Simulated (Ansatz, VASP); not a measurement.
# BaHfF6 (BaHfF6 (Cmme)): VASP beside Ansatz

Wanted: the spread between two codes on one cell, functional and k mesh. The cell is taken from a series of runs on this material, whose earlier steps may have relaxed, scaled, displaced or heated it; both programs get it as it stands.

Method: plane waves, with VASP 6.6.1 beside it; relaxation of cell and atoms at PBEsol, in Ansatz 0.2.0.

### 1. Starting point

Symmetry: Cmme, No. 67, orthorhombic system. The conventional cell has a = 7.545 Å, b = 11.470 Å, c = 5.463 Å, α = 90.00°, β = 90.00°, γ = 90.00°. Ba has 10 F at 2.62 to 2.91 Å nearest. Nearest to Hf lie 8 F at 2.02 to 2.20 Å. Nearest to F lie 1 Hf at 2.02 Å and 2 Ba at 2.68 to 2.91 Å. Nearest to F lie 2 Hf at 2.20 Å and 1 Ba at 2.62 Å. Farther neighbours and most contacts between anions are not listed.

### 2. VASP: relaxation of cell and atoms, PBEsol

The relaxed volume is the usual yardstick between codes: in a stiff, nearly cubic crystal its relative difference is about their pressure difference at one cell divided by the bulk modulus.

Lines of VASP's logs that name or quote its potential files are left out, and so is its time.

Contents of INCAR:

```
SYSTEM = BaHfF6
PREC = Accurate
ENCUT = 600
EDIFF = 1E-07
NELM = 120
ISMEAR = 0
SIGMA = 0.01
LREAL = .FALSE.
ALGO = Normal
GGA = PS
NBANDS = 78
LASPH = .TRUE.
LORBIT = 11
LWAVE = .FALSE.
LCHARG = .FALSE.
ISIF = 3
IBRION = 2
NSW = 80
EDIFFG = -0.005
GGA_COMPAT = .FALSE.
NELMIN = 4
EFERMI = MIDGAP
KPAR = 4
```

Contents of POSCAR:

```
BaHfF6
1.0
    3.7723810000     -5.7351470000      0.0000000000
    3.7723810000      5.7351470000      0.0000000000
    0.0000000000      0.0000000000      5.4634160000
Ba Hf F
2 2 12
Direct
    0.2500000436      0.7499999564      0.4363897972
    0.7499999564      0.2500000436      0.5636102028
    0.7499999337      0.7499999337      0.0000000000
    0.2499999337      0.2499999337      0.0000000000
    0.6817114313      0.9325913128      0.2462691840
    0.3182885687      0.0674086872      0.7537306330
    0.8182885687      0.5674086872      0.2462691840
    0.5674086872      0.8182885687      0.7537306330
    0.1817114313      0.4325913128      0.7537306330
    0.4325913128      0.1817114313      0.2462691840
    0.9325913128      0.6817114313      0.7537306330
    0.0674086872      0.3182885687      0.2462691840
    0.4349674908      0.5650325092      0.1562551708
    0.5650325092      0.4349674908      0.8437448292
    0.0650325092      0.9349674908      0.1562551708
    0.9349674908      0.0650325092      0.8437448292
```

Contents of KPOINTS:

```
Automatic mesh
0
Gamma
5 5 5
0 0 0
```

PAW data sets: Ba_sv, Hf_pv and F (PBE family, release 64).

The run is started by

```bash
$ mpirun -np 4 vasp_std
```

Numbers of over 12 decimals in the logs are rounded to 6 here.

The log of the run:

```text
[banner, memory and clock lines left out]
running    4 mpi-ranks, on    1 nodes
 distrk:  each k-point on    1 cores,    4 groups
 distr:  one band on    1 cores,    1 groups

 POSCAR found type information on POSCAR BaHfF
 POSCAR found :  3 types and      16 ions
|                                                                             |
|               ----> ADVICE to this user running VASP <----                  |
|                                                                             |
|     You enforced a specific xc type in the INCAR file but a different       |
|     [... a line on the potential file left out ...]
|     I HOPE YOU KNOW WHAT YOU ARE DOING!                                     |
|                                                                             |

 LDA part: xc-table for (Slater+PW92), standard interpolation
 POSCAR, INCAR and KPOINTS ok, starting setup
 FFT: planning ... GRIDC
 FFT: planning ... GRID_SOFT
 FFT: planning ... GRID
 WAVECAR not read
 entering main loop
       N       E                     dE             d eps       ncg     rms          rms(c)
DAV:   1     0.100739500952E+04    0.10074E+04   -0.75735E+04  4212   0.172E+03
DAV:   2    -0.515818511348E+02   -0.10590E+04   -0.10307E+04  5174   0.409E+02
DAV:   3    -0.120150284308E+03   -0.68568E+02   -0.68262E+02  5050   0.101E+02
DAV:   4    -0.122090893483E+03   -0.19406E+01   -0.19380E+01  6640   0.145E+01
DAV:   5    -0.122111503579E+03   -0.20610E-01   -0.20606E-01  5068   0.144E+00    0.771E+01
DAV:   6    -0.111305876666E+03    0.10806E+02   -0.44652E+01  4970   0.290E+01    0.612E+01
DAV:   7    -0.111088108345E+03    0.21777E+00   -0.37718E+00  5016   0.812E+00    0.307E+01
DAV:   8    -0.111181060212E+03   -0.92952E-01   -0.38959E-01  5018   0.293E+00    0.451E+00
DAV:   9    -0.111138527167E+03    0.42533E-01   -0.14361E-01  4832   0.180E+00    0.255E+00
DAV:  10    -0.111141650746E+03   -0.31236E-02   -0.18056E-02  5244   0.519E-01    0.715E-01
DAV:  11    -0.111141621398E+03    0.29348E-04   -0.17129E-03  4864   0.179E-01    0.245E-01
DAV:  12    -0.111142358836E+03   -0.73744E-03   -0.71682E-04  4674   0.111E-01    0.622E-02
DAV:  13    -0.111142399707E+03   -0.40871E-04   -0.62142E-05  5288   0.313E-02    0.560E-02
DAV:  14    -0.111142406711E+03   -0.70044E-05   -0.76720E-06  5080   0.132E-02    0.544E-03
DAV:  15    -0.111142410133E+03   -0.34221E-05   -0.47774E-06  4768   0.753E-03    0.229E-03
DAV:  16    -0.111142410145E+03   -0.11667E-07   -0.41656E-07  4632   0.376E-03
   1 F= -.11114241E+03 E0= -.11114241E+03  d E =-.111142E+03
[... from here on, the cycles between the ionic steps are left out ...]
   2 F= -.11114766E+03 E0= -.11114766E+03  d E =-.524794E-02
  12 F= -.11114990E+03 E0= -.11114990E+03  d E =-.104979E-03
  13 F= -.11114991E+03 E0= -.11114991E+03  d E =-.115716E-03
  14 F= -.11114998E+03 E0= -.11114998E+03  d E =-.629692E-04
  15 F= -.11115006E+03 E0= -.11115006E+03  d E =-.144337E-03
  16 F= -.11115010E+03 E0= -.11115010E+03  d E =-.424964E-04
  17 F= -.11115023E+03 E0= -.11115023E+03  d E =-.170178E-03
  18 F= -.11115034E+03 E0= -.11115034E+03  d E =-.287344E-03
  19 F= -.11115040E+03 E0= -.11115040E+03  d E =-.512010E-04
  20 F= -.11115040E+03 E0= -.11115040E+03  d E =-.517919E-04
  21 F= -.11115043E+03 E0= -.11115043E+03  d E =-.320111E-04
 trial-energy change:   -0.000032  1 .order   -0.000030   -0.000035   -0.000024
 step:   1.4078(harm=  2.7080)  dis= 0.00208  next Energy=  -111.150437 (dE=-0.410E-04)
 bond charge predicted
       N       E                     dE             d eps       ncg     rms          rms(c)
DAV:   1    -0.111150382402E+03    0.45345E-04   -0.35392E-02  4212   0.785E-01    0.281E-02
DAV:   2    -0.111150444009E+03   -0.61607E-04   -0.67028E-04  4462   0.105E-01    0.158E-02
DAV:   3    -0.111150441605E+03    0.24038E-05   -0.44282E-06  5376   0.996E-03    0.939E-03
DAV:   4    -0.111150440191E+03    0.14145E-05   -0.30811E-06  4938   0.997E-03    0.156E-03
DAV:   5    -0.111150440262E+03   -0.71472E-07   -0.88124E-07  4218   0.340E-03
  22 F= -.11115044E+03 E0= -.11115044E+03  d E =-.445709E-04
 curvature:  -5.10 expect dE=-0.146E-03 dE for cont linesearch -0.395E-05
 trial: gam=-0.02460 g(F)=  0.120E-04 g(S)=  0.167E-04 ort = 0.154E-04 (trialstep = 0.951E+00)
 search vector abs. value=  0.281E-04
 reached required accuracy - stopping structural energy minimisation
```

OUTCAR, selected parts (step 2):

```text
ion  position               nearest neighbor table
   1  0.250  0.750  0.436-  13 2.62  15 2.62   8 2.68   9 2.68   6 2.68  11 2.68   5 2.91  12 2.91
                             7 2.91  10 2.91   2 3.84   2 3.84   3 4.18   4 4.18   4 4.18   3 4.18
   2  0.750  0.250  0.564-  14 2.62  16 2.62   7 2.68  10 2.68   5 2.68  12 2.68  11 2.91   6 2.91
                             9 2.91   8 2.91   1 3.84   1 3.84   3 4.18   4 4.18   4 4.18   3 4.18
   3  0.750  0.750  0.000-   7 2.02   5 2.02   8 2.02  11 2.02  13 2.20  14 2.20  15 2.20  16 2.20
                             4 3.77   4 3.77   1 4.18   2 4.18   1 4.18   2 4.18
   4  0.250  0.250  0.000-  12 2.02  10 2.02   6 2.02   9 2.02  15 2.20  16 2.20  13 2.20  14 2.20
                             3 3.77   3 3.77   2 4.18   1 4.18   1 4.18   2 4.18
   5  0.682  0.933  0.246-   3 2.02   2 2.68   1 2.91
   6  0.318  0.067  0.754-   4 2.02   1 2.68   2 2.91
   7  0.818  0.567  0.246-   3 2.02   2 2.68   1 2.91
   8  0.567  0.818  0.754-   3 2.02   1 2.68   2 2.91
   9  0.182  0.433  0.754-   4 2.02   1 2.68   2 2.91
  10  0.433  0.182  0.246-   4 2.02   2 2.68   1 2.91
  11  0.933  0.682  0.754-   3 2.02   1 2.68   2 2.91
  12  0.067  0.318  0.246-   4 2.02   2 2.68   1 2.91
  13  0.435  0.565  0.156-   3 2.20   4 2.20   1 2.62
  14  0.565  0.435  0.844-   3 2.20   4 2.20   2 2.62
  15  0.065  0.935  0.156-   4 2.20   3 2.20   1 2.62
  16  0.935  0.065  0.844-   4 2.20   3 2.20   2 2.62

  LATTYP: Found a base centered orthorhombic cell.
 ALAT       =     7.5447620000
 B/A-ratio  =     1.5202989836
 C/A-ratio  =     0.7241336440

 Subroutine GETGRP returns: Found  8 space group operations
 (whereof  4 operations were pure point group operations)

The static configuration has the point symmetry C_2h.
 The point group associated with its full space group is D_2h.

 Found     27 irreducible k-points:

   k-points           NKPTS =     27   k-points in BZ     NKDIM =     27   number of bands    NBANDS=     78

   dimension x,y,z NGX =    56 NGY =   56 NGZ =   48
   dimension x,y,z NGXF=   112 NGYF=  112 NGZF=   96

   ENCUT  =  600.0 eV  44.10 Ry    6.64 a.u.  13.71 13.71 10.91*2*pi/ulx,y,z

   NELECT =     124.0000    total number of electrons

 k-points in reciprocal lattice and weights: Automatic mesh
   0.00000000  0.00000000  0.00000000       0.008
   0.20000000 -0.00000000  0.00000000       0.032
   0.40000000  0.00000000  0.00000000       0.032
   0.20000000  0.20000000  0.00000000       0.016
   0.40000000  0.20000000  0.00000000       0.032
  -0.40000000  0.20000000  0.00000000       0.032
  -0.20000000  0.20000000  0.00000000       0.016
   0.40000000  0.40000000  0.00000000       0.016
  -0.40000000  0.40000000  0.00000000       0.016
[...]
0.40000000  0.40000000  0.40000000       0.032
  -0.40000000  0.40000000  0.40000000       0.032

 average (electrostatic) potential at core
       1 -36.6765       2 -36.6765       3 -41.0783       4 -41.0783       5 -77.6795
       6 -77.6795       7 -77.6795       8 -77.6795       9 -77.6795      10 -77.6795
      11 -77.6795      12 -77.6795      13 -78.0055      14 -78.0055      15 -78.0055
      16 -78.0055

 E-fermi :   1.9072

 k-point     1 :       0.0000    0.0000    0.0000
  band No.  band energies     occupation
    ...
     58      -1.9260      2.00000
     59      -1.9144      2.00000
     60      -1.8480      2.00000
     61      -1.8381      2.00000
     62      -1.7336      2.00000
     63       5.6911      0.00000
     64       5.7074      0.00000
     65       6.0266      0.00000
     66       6.2050      0.00000
     67       6.5087      0.00000
    ...

 k-point     2 :       0.2000   -0.0000    0.0000
  band No.  band energies     occupation
    ...
     58      -1.9626      2.00000
     59      -1.9599      2.00000
     60      -1.9189      2.00000
     61      -1.8580      2.00000
     62      -1.8452      2.00000
     63       5.7167      0.00000
     64       5.7448      0.00000
     65       6.1447      0.00000
     66       6.3120      0.00000
     67       6.4245      0.00000
    ...

 k-point     3 :       0.4000    0.0000    0.0000
  band No.  band energies     occupation
    ...
     58      -2.0553      2.00000
     59      -2.0324      2.00000
     60      -1.9803      2.00000
     61      -1.9553      2.00000
     62      -1.9007      2.00000
     63       5.7627      0.00000
     64       5.7756      0.00000
     65       6.1522      0.00000
     66       6.2631      0.00000
     67       6.7974      0.00000
    ...

  Total        0.0257734      0.0664684      0.0211427      0.0000000      0.0000000      0.0000000
  in kB        0.1760742      0.4540873      0.1444388      0.0000000      0.0000000      0.0000000
  external PRESSURE =       0.2582001 kB  Pullay stress =       0.0000000 kB

  energy-cutoff  :      600.00
  volume of cell :      234.52
      direct lattice vectors                 reciprocal lattice vectors
     3.767686350 -5.688604202  0.000000000     0.132707437 -0.087895023  0.000000000
     3.767686350  5.688604202 -0.000000000     0.132707437  0.087895023 -0.000000000
     0.000000000  0.000000000  5.471115044     0.000000000  0.000000000  0.182778098

 POSITION                                       TOTAL-FORCE (eV/Angst)
 -----------------------------------------------------------------------------------
      3.76769      2.84430      2.40291         0.000000     -0.000000      0.003783
      3.76769     -2.84430      3.06820         0.000000     -0.000000     -0.003783
      5.65153      0.00000      0.00000         0.000000     -0.000000      0.000000
      1.88384      0.00000      0.00000         0.000000     -0.000000      0.000000
      6.08136      1.42833      1.35635         0.001642      0.001555      0.004270
      1.45401     -1.42833      4.11477        -0.001642     -0.001555     -0.004270
      5.22170     -1.42833      1.35635        -0.001642     -0.001555      0.004270
      5.22170      1.42833      4.11477        -0.001642      0.001555     -0.004270
      2.31367      1.42833      4.11477         0.001642      0.001555     -0.004270
      2.31367     -1.42833      1.35635         0.001642     -0.001555      0.004270
      6.08136     -1.42833      4.11477         0.001642     -0.001555     -0.004270
      1.45401      1.42833      1.35635        -0.001642      0.001555      0.004270
      3.76769      0.75959      0.83988         0.000000     -0.000049     -0.002849
      3.76769     -0.75959      4.63123         0.000000      0.000049      0.002849
      3.76769      4.92901      0.83988         0.000000      0.000049     -0.002849
      3.76769     -4.92901      4.63123         0.000000     -0.000049      0.002849
 -----------------------------------------------------------------------------------
    total drift:                                0.005589     -0.000000      0.007327

  FREE ENERGIE OF THE ION-ELECTRON SYSTEM (eV)
  ---------------------------------------------------
  free  energy   TOTEN  =      -111.1504402623 eV

  energy  without entropy=     -111.1504402623  energy(sigma->0) =     -111.15044026

 reached required accuracy - stopping structural energy minimisation

 total charge
# of ion       s       p       d       tot
------------------------------------------
    1        1.990   5.641   0.213   7.844
    2        1.990   5.641   0.213   7.844
    3        0.291   6.625   1.392   8.309
    4        0.291   6.625   1.392   8.309
    5        1.731   4.376   0.000   6.107
    6        1.731   4.376   0.000   6.107
    7        1.731   4.376   0.000   6.107
    8        1.731   4.376   0.000   6.107
    9        1.731   4.376   0.000   6.107
   10        1.731   4.376   0.000   6.107
   11        1.731   4.376   0.000   6.107
   12        1.731   4.376   0.000   6.107
   13        1.731   4.386   0.000   6.117
   14        1.731   4.386   0.000   6.117
   15        1.731   4.386   0.000   6.117
   16        1.731   4.386   0.000   6.117
--------------------------------------------------
tot         25.337  77.080   3.209 105.627

[... 3 further parts left out ...]
```

Harder data sets than Ba_sv and Hf_pv exist (the GW ones), and pressures, volumes and forces can shift noticeably with them. The run keeps the 8 symmetry operations of its start, so it cannot find a distortion of lower symmetry.

(Part 1 of 2 ends here.)

[Lines on the potential files, build, host, timing and source positions are cut from VASP's logs without a mark.]

[Logs are printed without paths, hosts, clocks, repeated set-up lines and the standing remarks that a program may print on its own settings, such as how far it seeks lower states.]

[Hosts, paths, dates, database ids (printed as entryN), source tags and the programs' standing remarks are cut or masked in the printed files.]
